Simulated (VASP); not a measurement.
An input for Quantum ESPRESSO's pw.x (written as the equivalent of a VASP run, and not itself run):

```
&CONTROL
  calculation = 'vc-relax'
  pseudo_dir = './pseudo'
  outdir = './out'
  tprnfor = .true.
  tstress = .true.
  nstep = 60
  forc_conv_thr = 0.00039
/
&SYSTEM
  ibrav = 0
  nat = 2
  ntyp = 1
  ecutwfc = 88
  occupations = 'smearing'
  smearing = 'methfessel-paxton'
  degauss = 0.00735
  input_dft = 'vdw-df-cx'
/
&ELECTRONS
  conv_thr = 7.3e-08
  electron_maxstep = 100
/
&IONS
/
&CELL
/
ATOMIC_SPECIES
  Be 9.012 Be.upf
CELL_PARAMETERS angstrom
     1.1450000   -1.9831980    0.0000000
     1.1450000    1.9831980    0.0000000
     0.0000000    0.0000000    3.5800000
ATOMIC_POSITIONS crystal
  Be   0.3333330  0.6666670  0.2500000
  Be   0.6666670  0.3333330  0.7500000
K_POINTS automatic
  16 16 9 0 0 0
```

**Question.** Write the VASP files for the same calculation (vdW-DF-cx).

**Answer.** One answer among several that fit: 
**INCAR**
```
SYSTEM = Be
PREC = Accurate
ENCUT = 520
EDIFF = 1E-6
NELM = 100
ALGO = Normal
LREAL = .FALSE.
LASPH = .TRUE.
ISMEAR = 1
SIGMA = 0.1
GGA = CX
LUSE_VDW = .TRUE.
AGGAC = 0.0
LWAVE = .FALSE.
LCHARG = .FALSE.
IBRION = 2
ISIF = 3
NSW = 60
EDIFFG = -0.01
```

KPOINTS:
```
Automatic mesh
0
Gamma
16 16 9
0 0 0
```

POSCAR:
```
Be
1
    1.1450000000    -1.9831980000     0.0000000000
    1.1450000000     1.9831980000     0.0000000000
    0.0000000000     0.0000000000     3.5800000000
Be
2
Direct
  0.3333330000   0.6666670000   0.2500000000
  0.6666670000   0.3333330000   0.7500000000
```

POTCAR, in this order: Be (PBE.64 set). Program: vasp_std.

The two are equivalent in intent, not identical: the potentials are each code's own (VASP's PAW set, PseudoDojo norm-conserving files in pw.x), so ENCUT and ecutwfc are chosen apart and not converted; conv_thr bounds pw.x's estimated SCF error, while EDIFF bounds the energy change between steps; forc_conv_thr acts on force components and is met together with etot_conv_thr.

The compound is Be in the hcp structure. This run relaxes it. Symmetry was kept, so distortions that lower it aren't found.
